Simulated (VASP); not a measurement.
Level of theory: LDA (Ceperley-Alder, Perdew-Zunger), VASP's LDA PAW potentials (set 64) (plane waves; VASP).

Input for VASP

### INCAR
```
# general
SYSTEM  = SiC
PREC    = Accurate
ENCUT   = 620
LREAL   = .FALSE.
LASPH   = .TRUE.

# electronic loop
EDIFF   = 1E-6
NELM    = 100
ALGO    = Normal

# smearing
ISMEAR  = 0
SIGMA   = 0.05

# ions
IBRION  = 2
NSW     = 40
ISIF    = 3
EDIFFG  = -0.02
PSTRESS = 300

# output
LWAVE   = .FALSE.
LCHARG  = .FALSE.
```

**KPOINTS**
```
Automatic mesh
0
Gamma
9 9 5
0 0 0
```

POSCAR:
```
SiC
1
    1.4756171527    -2.5558436326    -0.0000000000
    1.4756171527     2.5558436326     0.0000000000
    0.0000000000     0.0000000000     4.8407109139
Si C
2 2
Direct
  0.6666670000   0.3333330000   0.4996298064
  0.3333330000   0.6666670000   0.9996298064
  0.6666670000   0.3333330000   0.8753701936
  0.3333330000   0.6666670000   0.3753701936
```

POTCAR, in this order: Si C (LDA.64 set). Program: vasp_std.

The resulting files:

**OUTCAR**
```
 ion  position               nearest neighbor table
   1  0.667  0.333  0.500-   4 1.81   4 1.81   4 1.81   3 1.82   2 2.96   2 2.96   2 2.96   2 2.96
                             2 2.96   2 2.96
   2  0.333  0.667  1.000-   3 1.81   3 1.81   3 1.81   4 1.82   1 2.96   1 2.96   1 2.96   1 2.96
                             1 2.96   1 2.96
   3  0.667  0.333  0.875-   2 1.81   2 1.81   2 1.81   1 1.82
   4  0.333  0.667  0.375-   1 1.81   1 1.81   1 1.81   2 1.82
  LATTYP: Found a hexagonal cell.
 ALAT       =     2.9512340903
 C/A-ratio  =     1.6402327860
 Subroutine PRICEL returns:
 Original cell was already a primitive cell.
 Subroutine GETGRP returns: Found 12 space group operations
The static configuration has the point symmetry C_3v.
 The point group associated with its full space group is C_6v.
The dynamic configuration has the point symmetry C_3v.
 Subroutine INISYM returns: Found 12 space group operations
 Subroutine IBZKPT returns following result:
 Found     36 irreducible k-points:

 Following reciprocal coordinates:
            Coordinates               Weight
  0.000000  0.000000  0.000000      1.000000
  0.111111  0.000000  0.000000      6.000000
  0.222222 -0.000000  0.000000      6.000000
...
```

**OSZICAR**
```
       N       E                     dE             d eps       ncg     rms          rms(c)
DAV:   1     0.418862266586E+02    0.41886E+02   -0.86866E+03   864   0.141E+03
DAV:   2    -0.344168698104E+02   -0.76303E+02   -0.69719E+02  1256   0.207E+02
DAV:   3    -0.378058816629E+02   -0.33890E+01   -0.33688E+01  1136   0.444E+01
DAV:   4    -0.378420112655E+02   -0.36130E-01   -0.36111E-01  1056   0.551E+00
DAV:   5    -0.378425523414E+02   -0.54108E-03   -0.54100E-03  1104   0.647E-01    0.149E+01
DAV:   6    -0.331939764928E+02    0.46486E+01   -0.12692E+01  1040   0.235E+01    0.693E+00
DAV:   7    -0.329642225564E+02    0.22975E+00   -0.12426E+00  1084   0.772E+00    0.272E+00
DAV:   8    -0.329253546856E+02    0.38868E-01   -0.68768E-02  1044   0.192E+00    0.644E-01
DAV:   9    -0.329218471653E+02    0.35075E-02   -0.69940E-03  1064   0.640E-01    0.128E-01
DAV:  10    -0.329218672795E+02   -0.20114E-04   -0.35738E-04  1048   0.155E-01    0.580E-02
DAV:  11    -0.329218688435E+02   -0.15640E-05   -0.78340E-06  1100   0.281E-02    0.228E-02
DAV:  12    -0.329218673821E+02    0.14614E-05   -0.23398E-06   728   0.107E-02    0.273E-03
DAV:  13    -0.329218673520E+02    0.30132E-07   -0.81405E-07   632   0.606E-03
   1 F= -.26084990E+02 E0= -.26084990E+02  d E =-.260850E+02
```

OUTCAR:
```
------------------------ aborting loop because EDIFF is reached ----------------------------------------
  FORCE on cell =-STRESS in cart. coord.  units (eV):
  Direction    XX          YY          ZZ          XY          YZ          ZX
  --------------------------------------------------------------------------------------
  Total        6.8666116      6.8666103      6.8058104      0.0000000      0.0000000      0.0000000
  in kB      301.3047305    301.3046719    298.6367927      0.0000000      0.0000000      0.0000000
  external PRESSURE =       0.4153984 kB  Pullay stress =     300.0000000 kB
  volume of cell :       36.51
      direct lattice vectors                 reciprocal lattice vectors
     1.475617153 -2.555843633  0.000000000     0.338841277 -0.195630121  0.000000000
     1.475617153  2.555843633  0.000000000     0.338841277  0.195630121  0.000000000
     0.000000000  0.000000000  4.840710914     0.000000000  0.000000000  0.206581227
  FREE ENERGIE OF THE ION-ELECTRON SYSTEM (eV)
  ---------------------------------------------------
  free  energy   TOTEN  =       -32.9218673520 eV

  energy  without entropy=      -32.9218673520  energy(sigma->0) =      -32.92186735
  enthalpy is  TOTEN    =       -26.0849899806 eV   P V=        6.8368773714

 reached required accuracy - stopping structural energy minimisation
```
(Selected blocks of OUTCAR.)

OUTCAR:
```
 val. band max:        9.7090805758   @ k =   0.0000   0.0000   0.0000

 cond. band min:      11.6296429893   @ k =   0.3333   0.3333   0.0000


 Fermi energy:         9.9213355305

 k-point     1 :       0.0000    0.0000    0.0000
  band No.  band energies     occupation
      1      -6.7945      2.00000
      2      -2.6809      2.00000
      3       0.2452      2.00000
      4       8.3381      2.00000
      5       8.3381      2.00000
      6       9.5917      2.00000
      7       9.7090      2.00000
      8       9.7091      2.00000
      9      15.5549      0.00000
     10      17.0324      0.00000
     11      17.0324      0.00000
     12      17.2008      0.00000

 k-point     2 :       0.1111    0.0000    0.0000
  band No.  band energies     occupation
      1      -6.5582      2.00000
      2      -2.4799      2.00000
      3       0.4705      2.00000
      4       7.1496      2.00000
      5       7.9398      2.00000
      6       8.9542      2.00000
      7       9.4448      2.00000
      8       9.5982      2.00000
      9      15.7264      0.00000
     10      16.8400      0.00000
     11      17.5195      0.00000
     12      17.6315      0.00000

 k-point     3 :       0.2222   -0.0000    0.0000
  band No.  band energies     occupation
      1      -5.8589      2.00000
      2      -1.9079      2.00000
      3       1.1236      2.00000
      4       4.8191      2.00000
      5       7.1826      2.00000
      6       7.2272      2.00000
      7       8.8731      2.00000
      8       9.2213      2.00000
      9      14.4150      0.00000
     10      16.1762      0.00000
     11      18.0784      0.00000
     12      18.1609      0.00000

 k-point     4 :       0.3333    0.0000    0.0000
  band No.  band energies     occupation
      1      -4.7376      2.00000
      2      -1.1547      2.00000
      3       1.9209      2.00000
      4       2.8060      2.00000
      5       5.2464      2.00000
      6       6.5322      2.00000
...
```

The compound is SiC in the wurtzite structure, the rare 2H polytype. It was relaxed first under an external pressure of 30 GPa.
